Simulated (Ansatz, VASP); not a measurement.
**SnH5CN2Cl3: VASP beside Ansatz**

Wanted: the spread between two codes on one cell, functional and k mesh. The cell is taken from a series of runs on this material, whose earlier steps may have relaxed, scaled, displaced or heated it; both programs get it as it stands.

Method: plane waves, with VASP 6.6.1 beside it; G0W0 gap at PBE, in Ansatz 0.2.0.

### 1. Set-up

The structure is orthorhombic, space group Amm2 (No. 38). The conventional cell has a = 6.282 Å, b = 8.027 Å, c = 8.640 Å, α = 90.00°, β = 90.00°, γ = 90.00°. Sn has 4 Cl at 2.57 to 3.16 Å nearest. Nearest to H lie 1 N at 1.02 Å. Nearest to H lie 1 N at 1.01 Å. H has 1 C at 1.09 Å nearest. C has 1 H at 1.09 Å and 2 N at 1.31 Å nearest. Nearest to N lie 2 H at 1.01 to 1.02 Å and 1 C at 1.31 Å. Farther neighbours and most contacts between anions are not listed.

### 2. VASP: G0W0 gap, PBE

Quasiparticle shifts depend on high empty states and on the cores, so they are the hardest test of two PAW sets.

Lines of VASP's logs that name or quote its potential files are left out, and so is its time.

The run reads the wave functions of an earlier VASP run, which isn't shown here.

File INCAR:

```
SYSTEM = SnH5CN2Cl3
PREC = Accurate
ENCUT = 450
ISMEAR = 0
SIGMA = 0.01
LREAL = .FALSE.
GGA = PE
NBANDS = 755
ALGO = EVGW0
NELMGW = 1
ENCUTGW = 140
NOMEGA = 64
PRECFOCK = Fast
NBANDSGW = 35
LWAVE = .FALSE.
LCHARG = .FALSE.
```

File POSCAR:

```
SnH5CN2Cl3
1.0
    6.2821064800      0.0000000000      0.0000000000
    0.0000000000      4.0135586400      4.3200404000
    0.0000000000     -4.0135586400      4.3200404000
Sn H C N Cl
1 5 1 2 3
Direct
    0.5000000000      0.3960621482      0.3960621482
    0.1946291428      0.7247691722      0.7247691722
    0.8053708572      0.7247691722      0.7247691722
    0.3184001274      0.9074519814      0.9074519814
    0.6815998726      0.9074519814      0.9074519814
    0.0000000000      0.0406661769      0.0406661769
    0.0000000000      0.9143347280      0.9143347280
    0.1837827794      0.8428283180      0.8428283180
    0.8162172206      0.8428283180      0.8428283180
    0.5000000000      0.8327290134      0.3539284933
    0.5000000000      0.3539284933      0.8327290134
    0.0000000000      0.4389784970      0.4389784970
```

File KPOINTS:

```
Automatic mesh
0
Gamma
2 2 2
0 0 0
```

The projector-augmented-wave data sets are Sn_d_GW, H_GW, C_GW, N_GW and Cl_GW (PBE family, release 64).

The run is started by

```console
$ export OMP_NUM_THREADS=3
$ mpirun -np 1 vasp_std
```

Numbers of over 12 decimals in the logs are rounded to 6 here.

The log of the run:

```text
[banner, memory and clock lines left out]
running    1 mpi-ranks, on    1 nodes
 distrk:  each k-point on    1 cores,    1 groups
 distr:  one band on    1 cores,    1 groups
 Offloading initialized ...    1 GPUs detected
 POSCAR found type information on POSCAR SnH C N Cl
 POSCAR found :  5 types and      12 ions
|                                                                             |
|           W    W    AA    RRRRR   N    N  II  N    N   GGGG   !!!           |
|           W    W   A  A   R    R  NN   N  II  NN   N  G    G  !!!           |
|           W    W  A    A  R    R  N N  N  II  N N  N  G       !!!           |
|           W WW W  AAAAAA  RRRRR   N  N N  II  N  N N  G  GGG   !            |
|           WW  WW  A    A  R   R   N   NN  II  N   NN  G    G                |
|           W    W  A    A  R    R  N    N  II  N    N   GGGG   !!!           |
|                                                                             |
|     The default for ENCUTGWSOFT is different in this version of VASP.       |
|     please manually set ENCUTGWSOFT =140 in the INCAR file.                 |
|                                                                             |

 LDA part: xc-table for (Slater+PW92), standard interpolation
 found WAVECAR, reading the header
 POSCAR, INCAR and KPOINTS ok, starting setup
 FFT: planning ... GRIDC
 FFT: planning ... GRID_SOFT
 FFT: planning ... GRID
 reading WAVECAR
 the WAVECAR file was read successfully
 initial charge from wavefunction
 available memory per node:   1675.75 GB, setting MAXMEM to   1715964

 The Fermi energy was updated, please check that it is located mid-gap
 values below the HOMO (VB) or above the LUMO (CB) will cause erroneous energies
 E-fermi :   0.7478

 calculate exact exchange contribution
 the WAVEDER file was read successfully
energies w=
    0.000    0.000    0.548    0.000    1.094    0.000    1.638    0.000
    2.178    0.000    2.714    0.000    3.244    0.000    3.769    0.000
    4.286    0.000    4.797    0.000    5.301    0.000    5.798    0.000
    6.288    0.000    6.772    0.000    7.250    0.000    7.722    0.000
    8.189    0.000    8.652    0.000    9.111    0.000    9.567    0.000
   10.022    0.000   10.476    0.000   10.930    0.000   11.385    0.000
   11.843    0.000   12.304    0.000   12.769    0.000   13.241    0.000
   13.720    0.000   14.207    0.000   14.706    0.000   15.217    0.000
   15.742    0.000   16.283    0.000   16.843    0.000   17.425    0.000
   18.032    0.000   18.667    0.000   19.334    0.000   20.037    0.000
   20.782    0.000   21.574    0.000   22.421    0.000   23.331    0.000
   24.314    0.000   25.381    0.000   26.546    0.000   27.827    0.000
   29.245    0.000   30.825    0.000   32.601    0.000   34.615    0.000
   36.920    0.000   39.589    0.000   42.717    0.000   46.436    0.000
   50.932    0.000   56.476    0.000   63.483    0.000   72.611    0.000
   84.980    0.000  102.663    0.000  129.970    0.000  177.579    0.000
 responsefunction array rank=     832
 LDA part: xc-table for (Slater+PW92), standard interpolation

 min. memory requirement per mpi rank   2095.5 MB, per node   2095.5 MB

 allocating  64 responsefunctions rank=   832
 shmem allocating  64 responsefunctions rank=   832
 response function shared by NCSHMEM nodes    1
 Doing            64  frequencies on each core in blocks of            64
NQ=   1    0.0000    0.0000    0.0000,
|.........|.........|.........|.........|.........|.........|.........|.........
 performed        631000 updates of chi_q(r,r)
 total number of BLAS operations       3389.20 Gflops
NQ=   2    0.5000    0.0000    0.0000,
|.........|.........|.........|.........|.........|.........|.........|.........
 performed       1262000 updates of chi_q(r,r)
 total number of BLAS operations       6853.30 Gflops
NQ=   3    0.0000    0.5000    0.0000,
|.........|.........|.........|.........|.........|.........|.........|.........
 performed       1999000 updates of chi_q(r,r)
 total number of BLAS operations      10800.04 Gflops
NQ=   4    0.5000    0.5000    0.0000,
|.........|.........|.........|.........|.........|.........|.........|.........
 performed       2736000 updates of chi_q(r,r)
 total number of BLAS operations      14727.50 Gflops
NQ=   5    0.0000    0.5000    0.5000,
|.........|.........|.........|.........|.........|.........|.........|.........
 performed       3367000 updates of chi_q(r,r)
 total number of BLAS operations      18191.60 Gflops
NQ=   6    0.5000    0.5000    0.5000,
|.........|.........|.........|.........|.........|.........|.........|.........
 performed       3998000 updates of chi_q(r,r)
 total number of BLAS operations      21689.24 Gflops
 resolving degeneracies of screened two electron integrals

 calculate QP shifts <psi_nk| G(iteration)W_0 |psi_nk>: iteration 1
 entering main loop
```

OUTCAR, selected parts (step 2):

```text
ion  position               nearest neighbor table
   1  0.500  0.396  0.396-  10 2.57  11 2.57
   2  0.195  0.725  0.725-   8 1.02
   3  0.805  0.725  0.725-   9 1.02
   4  0.318  0.907  0.907-   8 1.01
   5  0.682  0.907  0.907-   9 1.01
   6  0.000  0.041  0.041-   7 1.09
   7  0.000  0.914  0.914-   6 1.09   8 1.31   9 1.31
   8  0.184  0.843  0.843-   4 1.01   2 1.02   7 1.31
   9  0.816  0.843  0.843-   5 1.01   3 1.02   7 1.31
  10  0.500  0.833  0.354-   1 2.57
  11  0.500  0.354  0.833-   1 2.57
  12  0.000  0.439  0.439-

  LATTYP: Found a base centered orthorhombic cell.
 ALAT       =     8.0271172800
 B/A-ratio  =     1.0763616001
 C/A-ratio  =     0.7826105264

 Subroutine GETGRP returns: Found  4 space group operations
 (whereof  4 operations were pure point group operations)

The static configuration has the point symmetry C_2v.

 Found      6 irreducible k-points:

   k-points           NKPTS =      6   k-points in BZ     NKDIM =      8   number of bands    NBANDS=    755

   dimension x,y,z NGX =    48 NGY =   42 NGZ =   42
   dimension x,y,z NGXF=    96 NGYF=   84 NGZF=   84

   ENCUT  =  450.0 eV  33.07 Ry    5.75 a.u.  10.87 10.20 10.20*2*pi/ulx,y,z

   NELECT =      54.0000    total number of electrons

  energy-cutoff  :      450.00
  volume of cell :      217.85
      direct lattice vectors                 reciprocal lattice vectors
     6.282106480  0.000000000  0.000000000     0.159182275  0.000000000 -0.000000000
     0.000000000  4.013558640  4.320040400    -0.000000000  0.124577724  0.115739658
     0.000000000 -4.013558640  4.320040400     0.000000000 -0.124577724  0.115739658

 k-points in reciprocal lattice and weights: Automatic mesh
   0.00000000  0.00000000  0.00000000       0.125
   0.50000000  0.00000000  0.00000000       0.125
   0.00000000  0.50000000  0.00000000       0.250
   0.50000000  0.50000000  0.00000000       0.250
   0.00000000  0.50000000  0.50000000       0.125
   0.50000000  0.50000000  0.50000000       0.125

 E-fermi :   0.7478

 QP shifts <psi_nk| G(iteration)W_0 |psi_nk>: iteration 1
 for sc-GW calculations column KS-energies equals QP-energies in previous step
 and V_xc(KS)=  KS-energies - (<T + V_ion + V_H > + <T+V_H+V_ion>^1  + <V_x>^1)
 k-point   1 :       0.0000    0.0000    0.0000
  band No.  KS-energies  QP-energies   sigma(KS)   V_xc(KS)     V^pw_x(r,r')   Z            occupation Imag(sigma)
    ...
     24      -2.3026      -3.6511     -15.6046     -13.7146     -18.3170       0.7135       2.0000       0.1043
     25      -1.8068      -2.9920     -15.6319     -13.9686     -18.1397       0.7126       2.0000       0.1013
     26      -1.5263      -2.8136     -15.3691     -13.5562     -17.9297       0.7101       2.0000       0.1046
     27      -1.3606      -2.6987     -15.4919     -13.5913     -18.2178       0.7041       2.0000       0.1092
     28       3.0166       4.5267     -11.6274     -13.6409      -8.0851       0.7500       0.0000      -0.0934
     29       3.8797       4.5630      -7.8886      -8.7578      -4.3343       0.7861       0.0000      -0.0840
     30       4.0312       4.6592     -10.2258     -11.0927      -6.4397       0.7244       0.0000      -0.1259
     31       4.8161       5.5219      -9.7981     -10.7442      -6.0114       0.7460       0.0000      -0.1070
    ...

 k-point   2 :       0.5000    0.0000    0.0000
  band No.  KS-energies  QP-energies   sigma(KS)   V_xc(KS)     V^pw_x(r,r')   Z            occupation Imag(sigma)
    ...
     24      -1.8843      -3.1367     -17.2505     -15.5452     -19.7169       0.7344       2.0000       0.0821
     25      -1.6380      -2.9398     -15.1903     -13.3399     -17.8275       0.7035       2.0000       0.1092
     26      -1.3357      -2.4462     -15.1348     -13.5983     -17.0746       0.7228       2.0000       0.0883
     27      -1.2952      -2.6341     -15.6305     -13.7395     -18.3348       0.7080       2.0000       0.1063
     28       2.4250       3.0031      -9.4127     -10.1796      -5.9956       0.7538       0.0000      -0.0824
     29       3.0312       4.5748     -11.6582     -13.7198      -8.0588       0.7487       0.0000      -0.0947
     30       4.4278       5.1621      -8.7788      -9.7348      -5.0608       0.7680       0.0000      -0.0937
     31       5.0871       5.8101     -10.2360     -11.2208      -6.3576       0.7342       0.0000      -0.1185
    ...

 k-point   3 :       0.0000    0.5000    0.0000
  band No.  KS-energies  QP-energies   sigma(KS)   V_xc(KS)     V^pw_x(r,r')   Z            occupation Imag(sigma)
    ...
     24      -1.8292      -3.0399     -15.8610     -14.1700     -18.3786       0.7160       2.0000       0.0978
     25      -1.8074      -3.0607     -15.0998     -13.3437     -17.4008       0.7137       2.0000       0.1028
     26      -1.4126      -2.7577     -15.3467     -13.4377     -18.0592       0.7046       2.0000       0.1099
     27      -1.2713      -2.4458     -15.2486     -13.6391     -17.0992       0.7297       2.0000       0.0848
     28       2.8116       3.5942      -9.7663     -10.7992      -6.2756       0.7577       0.0000      -0.0851
     29       3.0831       4.4576     -11.3575     -13.1976      -7.7648       0.7470       0.0000      -0.0945
     30       3.7248       4.3199      -9.9631     -10.7725      -6.3204       0.7353       0.0000      -0.1130
     31       4.7116       5.6148      -8.8363     -10.0058      -5.1065       0.7724       0.0000      -0.0918
    ...

 k-point   4 :       0.5000    0.5000    0.0000
  band No.  KS-energies  QP-energies   sigma(KS)   V_xc(KS)     V^pw_x(r,r')   Z            occupation Imag(sigma)
    ...
     24      -2.1082      -3.3420     -16.3166     -14.6063     -18.8088       0.7214       2.0000       0.0953
     25      -1.5881      -2.8923     -15.3159     -13.4731     -17.9409       0.7077       2.0000       0.1074
     26      -1.2919      -2.6311     -15.6458     -13.7619     -18.3338       0.7109       2.0000       0.1057
     27      -0.8790      -1.9589     -14.9853     -13.5229     -16.4096       0.7384       2.0000       0.0727
     28       2.0973       2.6375      -9.0485      -9.7604      -5.7038       0.7588       0.0000      -0.0787
     29       2.8112       3.4126      -9.2661     -10.0562      -5.7554       0.7612       0.0000      -0.0845
     30       3.1098       4.7076     -11.9617     -14.1089      -8.3515       0.7441       0.0000      -0.0969
     31       4.6633       5.3822     -10.0543     -11.0183      -6.3003       0.7458       0.0000      -0.1059
    ...

[... 2 further parts left out ...]
```

[end of part 1 of 2]

[Lines on the potential files, build, host, timing and source positions are cut from VASP's logs without a mark.]

[Logs are printed without paths, hosts, clocks, repeated set-up lines and the standing remarks that a program may print on its own settings, such as how far it seeks lower states.]

[Hosts, paths, dates, database ids (printed as entryN), source tags and the programs' standing remarks are cut or masked in the printed files.]
